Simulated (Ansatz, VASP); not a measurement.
## Cross-check of InGaSbAs (InAs/GaSb (001) superlattice, 4 and 4 atomic planes, on GaSb) between VASP and Ansatz

One calculation is typed for both programs; each brings its own data sets. How far apart do they land? The structure shown is the start of the Ansatz relaxation below; VASP solves that cell, so the two are compared at the walk's first step.

Calculated with Ansatz 0.2.0; plane waves, with VASP 6.6.1 beside it; single point at PBE.

## (1) Set-up

The cell holds 32 atoms: 8 In, 8 As, 8 Ga and 8 Sb. Cell: a = 8.768 Å, b = 8.768 Å, c = 12.400 Å, α = 90.0°, β = 90.0°, γ = 90.0°. It derives from InAs. Diamond or zinc-blende (001) planes, four atoms a plane, in-plane lattice constant that of GaSb (6.2 A); 4 planes of InAs and 4 of GaSb, plane spacings from the elastic response (2 C12/C11 taken as 1.0); (so at first; earlier steps may have moved the atoms), displaced by a Gaussian of 0.015 A. Lattice constants are starting values near those of PBE. The structure's axis is c.

## (2) Ansatz: relaxation, PBE

Ansatz runs on its default PAW (the set named soft_2) files.

The two programs are compared at the cell with which this relaxation starts, whose forces are those of its first step.

Contents of input.yaml:

```yaml
crystal:
  lattice:
    - [8.76812, 0.0, 0.0]
    - [0.0, 8.76812, 0.0]
    - [0.0, 0.0, 12.4]
  atoms:
    - { symbol: In, position: [9.0e-05, 0.00086, 0.9988] }
    - { symbol: As, position: [0.25119, 0.99928, 0.12268] }
    - { symbol: In, position: [0.24889, 0.25102, 0.2496] }
    - { symbol: As, position: [0.49804, 0.25106, 0.37368] }
    - { symbol: In, position: [0.25073, 0.75057, 0.24779] }
    - { symbol: As, position: [0.5006, 0.74896, 0.37566] }
    - { symbol: In, position: [0.50124, 8.0e-05, 0.99881] }
    - { symbol: As, position: [0.75009, 0.00027, 0.12313] }
    - { symbol: Ga, position: [0.0038, 0.00067, 0.50084] }
    - { symbol: Sb, position: [0.2481, 0.0028, 0.62255] }
    - { symbol: Ga, position: [0.24889, 0.25093, 0.74965] }
    - { symbol: Sb, position: [0.49597, 0.24811, 0.87601] }
    - { symbol: Ga, position: [0.25357, 0.75157, 0.74926] }
    - { symbol: Sb, position: [0.50136, 0.74804, 0.87562] }
    - { symbol: Ga, position: [0.49769, 0.99998, 0.49863] }
    - { symbol: Sb, position: [0.75137, 0.99948, 0.62565] }
    - { symbol: In, position: [0.49966, 0.50143, 0.00095] }
    - { symbol: As, position: [0.74685, 0.50006, 0.12464] }
    - { symbol: In, position: [0.74867, 0.75031, 0.24743] }
    - { symbol: As, position: [0.00095, 0.75087, 0.37415] }
    - { symbol: In, position: [0.75424, 0.2506, 0.24928] }
    - { symbol: As, position: [0.99875, 0.25051, 0.37263] }
    - { symbol: In, position: [0.00218, 0.49889, 0.00019] }
    - { symbol: As, position: [0.2534, 0.50199, 0.12489] }
    - { symbol: Ga, position: [0.50236, 0.49991, 0.49975] }
    - { symbol: Sb, position: [0.75003, 0.49845, 0.62471] }
    - { symbol: Ga, position: [0.7516, 0.74941, 0.74827] }
    - { symbol: Sb, position: [0.9991, 0.74593, 0.87426] }
    - { symbol: Ga, position: [0.74816, 0.25346, 0.74891] }
    - { symbol: Sb, position: [0.99736, 0.25149, 0.87479] }
    - { symbol: Ga, position: [8.0e-05, 0.50032, 0.49904] }
    - { symbol: Sb, position: [0.24936, 0.50163, 0.62483] }
kpoints:
  mp_grid: { grid: [2, 2, 1] }
hamiltonian:
  xc: pbe
scf:
  occupations: { method: fermi_dirac, width: 0.025 }
output:
  forces: true
relax:
  f_tol: 0.04
  max_steps: 150
  cell: { fix: [a, b, alpha, beta, gamma] }
```

Launch:

```sh
ansatz run input.yaml --threads 4 --pin off --max-ram 8192MiB --backend cpu --events-out ev --progress --plain --runs-dir out
```

Numbers of over 12 decimals in the logs are rounded to 6 here.

Output:

```text
Engine: ansatz 0.2.0, aarch64-unknown-linux-gnu
Pseudopotentials: kind: paw
Pseudopotential: In, paw, valence charge 13, recommended cutoff 420 eV (normal), In.paw.azcp
Pseudopotential: As, paw, valence charge 15, recommended cutoff 420 eV (normal), As.paw.azcp
Pseudopotential: Ga, paw, valence charge 13, recommended cutoff 420 eV (normal), Ga.paw.azcp
Pseudopotential: Sb, paw, valence charge 15, recommended cutoff 420 eV (normal), Sb.paw.azcp
Functional definition: PBE
  parameter kappa = 0.804
  parameter beta = 0.066725
  exchange = pbe_x(kappa = kappa, mu = beta*pi^2/3)
  correlation = pbe_c(beta = beta)
Crystal: 32 atoms, lattice volume = 953.311 Å³
Basis set: ecut = 420 eV, 18713 PW (Γ), exchange–correlation on 120×120×180 points (8 copies of the dense FFT grid, shifted against one another)
Bands: 269, of which v1, the nominal top of the filled ones, is band 224 counted from 1 (223 counted from 0)
Symmetry: 1 space group operations
Space group: P1 (ITA 1), of the structure as read, at distance tolerance 9.8e-5 Å
k-points: 4
Non-local potential: In, projectors of the file, l = 0: 2, l = 1: 2, l = 2: 2, l = 3: 2
Non-local potential: As, projectors of the file, l = 0: 2, l = 1: 2, l = 2: 3, l = 3: 1
Non-local potential: Ga, projectors of the file, l = 0: 2, l = 1: 2, l = 2: 3, l = 3: 1
Non-local potential: Sb, projectors of the file, l = 0: 2, l = 1: 2, l = 2: 2, l = 3: 2
PAW form: soft (Blöchl's): semilocal exchange-correlation on the pseudo side does not see the compensation charge
PAW one-centre angular grid: In, 590 points (default); XC on 64 Gauss nodes
PAW one-centre angular grid: As, 590 points (default); XC on 64 Gauss nodes
PAW one-centre angular grid: Ga, 590 points (default); XC on 64 Gauss nodes
PAW one-centre angular grid: Sb, 590 points (default); XC on 64 Gauss nodes
Initial density: superposition of atomic densities (neutral atoms: chi_scale 0, normalization atom), corrected by the library's trained network
Initial wavefunctions: pseudopotential atomic-orbital guess
Functional: x = pbe(κ = 0.804, μ = 0.219515), c = pbe(β = 0.066725)
SCF iter   1: F=—  HF=-165776.067913 eV  |F-HF|=—  |Δ(HF+E_count)|=         —  Δρ=1.69e-3  dr2=5.70e-2  ethr=1.77e-3  ⟨swp⟩=6.0  Hψ=4079  notcnv=0  defer=32
preconditioner: auto → LDOS  [metal: Δε(μ)=0.016 eV  Ē_g=13.592 eV  σ=0.025 eV  W_gap=0.16  n_scr=228 (ndim 8)  ℏωp=20.4 eV  f_vac=0.114  D(μ)=11.26/eV (n_scr^D=48)  β→1.0]
SCF iter   2: F=—  HF=-165776.048213 eV  |F-HF|=—  |Δ(HF+E_count)|=   1.97e-2  Δρ=9.96e-4  dr2=1.48e-2  ethr=1.27e-5  ⟨swp⟩=2.0  Hψ=1845  notcnv=0  defer=151
SCF iter   3: F=—  HF=-165776.044084 eV  |F-HF|=—  |Δ(HF+E_count)|=   4.13e-3  Δρ=3.79e-4  dr2=1.46e-3  ethr=3.30e-6  ⟨swp⟩=2.0  Hψ=1530  notcnv=0  defer=151
SCF iter   4: F=—  HF=-165776.043157 eV  |F-HF|=—  |Δ(HF+E_count)|=   9.26e-4  Δρ=7.41e-5  dr2=1.11e-4  ethr=3.27e-7  ⟨swp⟩=2.0  Hψ=1802  notcnv=0  defer=151
SCF iter   5: F=—  HF=-165776.043133 eV  |F-HF|=—  |Δ(HF+E_count)|=   2.44e-5  Δρ=2.62e-5  dr2=1.53e-5  ethr=2.48e-8  ⟨swp⟩=2.0  Hψ=1502  notcnv=0  defer=151
SCF iter   6: F=—  HF=-165776.043204 eV  |F-HF|=—  |Δ(HF+E_count)|=   7.13e-5  Δρ=6.56e-6  dr2=1.42e-6  ethr=3.40e-9  ⟨swp⟩=2.0  Hψ=1502  notcnv=0  defer=151
SCF iter   7: F=—  HF=-165776.043204 eV  |F-HF|=—  |Δ(HF+E_count)|=   4.86e-8  Δρ=2.28e-6  dr2=1.37e-7  ethr=3.18e-10  ⟨swp⟩=2.0  Hψ=1802  notcnv=0  defer=151
SCF iter   8: F=-165776.043204 eV  HF=-165776.043204 eV  |F-HF|=6.40e-9  |Δ(HF+E_count)|=   1.83e-8  Δρ=7.02e-7  dr2=8.54e-9  ethr=2.23e-11  ⟨swp⟩=4.0  Hψ=3280  notcnv=0
SCF 1 converged in 8 iterations: F = -165776.043204 eV  dr2 = 8.54e-9
  greatest PAW one-centre occupation: 0.999 electrons in one spin orbital (limit 2), on the As atom at site 21 (counted from 0), in its partial waves of l = 2
relax step   1: F+E_penalty+E_count = -165776.04320426 eV  Δ(F+E_penalty+E_count) = +0.000e0 eV  max|allowed force component| = 1.477e0 eV/Å  Δτ_max = 0.0000 Å  P = +0.917 GPa  Ω = 953.311 Å³  fix = [a, b, alpha, beta, gamma]  reactions: a +0.691, b +1.728 GPa; alpha +0.202, beta -0.226, gamma -0.004 GPa/rad  (8 SCF iters, dr2 threshold 1.00e-7 eV, accepted)
[...]
relax step   4: F+E_penalty+E_count = -165777.21313936 eV  Δ(F+E_penalty+E_count) = -8.614e-3 eV  max|allowed force component| = 6.886e-3 eV/Å  Δτ_max = 0.0236 Å  P = +0.348 GPa  Ω = 953.367 Å³  energy of the carried Pulay correction = -1.137e-5 eV  fix = [a, b, alpha, beta, gamma]  reactions: a +0.902, b +0.115 GPa; alpha +0.002, beta +0.001, gamma +0.000 GPa/rad  (6 SCF iters, dr2 threshold 7.36e-7 eV, accepted)
[...]
relax step   5: F+E_penalty+E_count = -165777.21313945 eV  Δ(F+E_penalty+E_count) = -8.641e-8 eV  max|allowed force component| = 6.890e-3 eV/Å  Δτ_max = 0.0000 Å  P = +0.347 GPa  Ω = 953.367 Å³  fix = [a, b, alpha, beta, gamma]  reactions: a +0.902, b +0.115 GPa; alpha +0.002, beta +0.001, gamma +0.000 GPa/rad  stress off target by 2.56e-2 GPa on what of the cell is left free  SCF on the basis re-selected at this cell (its energy is not comparable with the rows above)  (6 SCF iters)
basis re-selected at this cell: Δ(F+E_penalty+E_count) = -8.641e-8 eV, ΔP = -0.000 GPa vs the last step (what re-selecting the basis moved, of the pressure what is left beyond the Pulay correction that the steps carried, after the strain that the cell walked since its last selection, with what the two solves' SCF thresholds leave and, on support functions, any second-order correction that the steps lacked; it is no m [...]
SCF converged after 6 iterations
Free energy (F): -165777.213139 eV
Harris-Foulkes:  -165777.213139 eV  (|F-HF|=2.91e-11)
Internal energy: -165777.205998 eV  (E = F + TS)
E sigma→0 (E₀):  -165777.209569 eV
Entropy (-TS):   -0.007142 eV (-0.223 meV/atom)
Fermi energy:    7.158327 eV
--- Per-component energies (eV) ---
  E_band       = -4856.782151
  E_kinetic    = 5340.466967
  E_local      = -59108.370019  (includes V_loc(G=0)·N_el)
  E_nonlocal   = 3869.766141
  E_hartree    = 27761.251451
  E_xc         = -4006.347689
  E_vxc        = -2648.828810  (∫ρ·V_xc dr)
  E_paw        = -100442.888684  (= ΣΔE_a)
  E_vpaw       = -7832.318364  (= ΣTr[D̂ρ^β])
  E_aug_tail   = -0.000684  (compensation charges beyond the density's cutoff)
  E_ewald      = -39191.083482
  E_smearing   = -0.007142  (= −TS)
  E_closure    = -0.000000  (closes the sum)
  Σ components = -165777.213139   (vs F -165777.213139, Δ=0.00e0)
--- Forces (eV/Å), atoms counted from 1 ---
  atom   1  In    -0.00077527     0.00132466    -0.00114348
  atom   2  As    -0.00007934    -0.00197320    -0.00276276
  atom   3  In     0.00108611    -0.00158049     0.00553211
  atom   4  As    -0.00097539     0.00688981    -0.00162608
  atom   5  In    -0.00019491    -0.00216017    -0.00064356
  atom   6  As    -0.00025795    -0.00066544     0.00479688
  atom   7  In     0.00036397     0.00048733    -0.00327963
  atom   8  As    -0.00155790    -0.00264871     0.00239775
  atom   9  Ga    -0.00165313    -0.00043817    -0.00183989
  atom  10  Sb     0.00035384    -0.00287986    -0.00265657
  atom  11  Ga     0.00298978    -0.00021636     0.00612784
  atom  12  Sb    -0.00282312     0.00116194    -0.00535001
  atom  13  Ga    -0.00004514     0.00002359     0.00242930
  atom  14  Sb    -0.00480560    -0.00061225    -0.00010452
  atom  15  Ga     0.00081366    -0.00294925     0.00103850
  atom  16  Sb    -0.00205377    -0.00416584     0.00008725
  atom  17  In     0.00155724     0.00044210    -0.00124896
  atom  18  As     0.00161877     0.00441642     0.00031940
  atom  19  In     0.00087830    -0.00198729    -0.00025645
  atom  20  As     0.00326480     0.00328061     0.00012039
  atom  21  In     0.00023030    -0.00153191     0.00223268
  atom  22  As     0.00193174     0.00302507     0.00106556
  atom  23  In    -0.00176970    -0.00025969    -0.00658289
  atom  24  As    -0.00098128     0.00431513    -0.00223574
  atom  25  Ga     0.00057625     0.00071102    -0.00339465
  atom  26  Sb     0.00044999     0.00054306     0.00316612
  atom  27  Ga     0.00010166     0.00048924    -0.00015630
  atom  28  Sb     0.00235119    -0.00121808     0.00298686
  atom  29  Ga     0.00024157    -0.00012105     0.00330825
  atom  30  Sb     0.00291428     0.00128327    -0.00393993
  atom  31  Ga    -0.00162149    -0.00225329     0.00114242
  atom  32  Sb    -0.00212961    -0.00073208     0.00046914
  max |Σ_I F_I| component: 9.93e-7 eV/Å
--- Stress (GPa, compression-positive) ---
        0.901859      -0.000010      -0.000769
       -0.000010       0.114780      -0.001712
       -0.000769      -0.001712       0.025600
  P = ⅓ Tr σ = 0.3474 GPa (3.474 kbar)
--- Relaxed structure (4 steps of the walk, 4 accepted, 1 SCFs on fresh bases) ---
  F+E_penalty+E_count = -165777.21313945 eV   max|allowed force component| = 6.890e-3 eV/Å   (the final SCF, on the basis selected at the relaxed cell)
  cell:  # Å, volume = 953.3673 Å³
    - [8.76812, 0, 0]
    - [0, 8.76812, 0]
    - [0, 0, 12.400730]
  atoms:
    - { symbol: In, position: [0.000305167, 0.000102963, 1.009510] }
    - { symbol: As, position: [0.250157, 1.000266, 0.132965] }
    - { symbol: In, position: [0.250080, 0.250268, 0.258138] }
    - { symbol: As, position: [0.500100, 0.250063, 0.382876] }
    - { symbol: In, position: [0.250010, 0.750389, 0.258297] }
    - { symbol: As, position: [0.500082, 0.750296, 0.382877] }
    - { symbol: In, position: [0.500193, 0.000176629, 1.009712] }
    - { symbol: As, position: [0.750320, 0.00036935, 0.132844] }
    - { symbol: Ga, position: [0.000244399, 0.000222792, 0.490453] }
    - { symbol: Sb, position: [0.250172, 0.000411677, 0.615188] }
    - { symbol: Ga, position: [0.249866, 0.250461, 0.740816] }
    - { symbol: Sb, position: [0.499961, 0.250170, 0.864348] }
    - { symbol: Ga, position: [0.250320, 0.750336, 0.740800] }
    - { symbol: Sb, position: [0.500375, 0.750263, 0.864281] }
    - { symbol: Ga, position: [0.500156, 1.000259, 0.490458] }
    - { symbol: Sb, position: [0.750226, 1.000454, 0.615114] }
    - { symbol: In, position: [0.500050, 0.500221, 0.00959542] }
    - { symbol: As, position: [0.749986, 0.500256, 0.132984] }
    - { symbol: In, position: [0.749986, 0.750416, 0.258111] }
    - { symbol: As, position: [-7.095005422999849e-5, 0.750227, 0.382894] }
    - { symbol: In, position: [0.750092, 0.250273, 0.258172] }
    - { symbol: As, position: [1.000108, 0.250153, 0.382861] }
    - { symbol: In, position: [0.000166381, 0.500318, 0.00987396] }
    - { symbol: As, position: [0.250215, 0.500322, 0.133071] }
    - { symbol: Ga, position: [0.500185, 0.500161, 0.490346] }
    - { symbol: Sb, position: [0.750207, 0.500284, 0.614979] }
    - { symbol: Ga, position: [0.750258, 0.750307, 0.740685] }
    - { symbol: Sb, position: [1.000217, 0.750085, 0.864212] }
    - { symbol: Ga, position: [0.749980, 0.250433, 0.740828] }
    - { symbol: Sb, position: [0.999921, 0.250375, 0.864419] }
    - { symbol: Ga, position: [0.000263551, 0.500226, 0.490322] }
    - { symbol: Sb, position: [0.250240, 0.500375, 0.615049] }
```

[end of part 1 of 2]

[Lines on the potential files, build, host, timing and source positions are cut from VASP's logs without a mark.]

[Logs are printed without paths, hosts, clocks, repeated set-up lines and the standing remarks that a program may print on its own settings, such as how far it seeks lower states.]

[Hosts, paths, dates, database ids (printed as entryN), source tags and the programs' standing remarks are cut or masked in the printed files.]
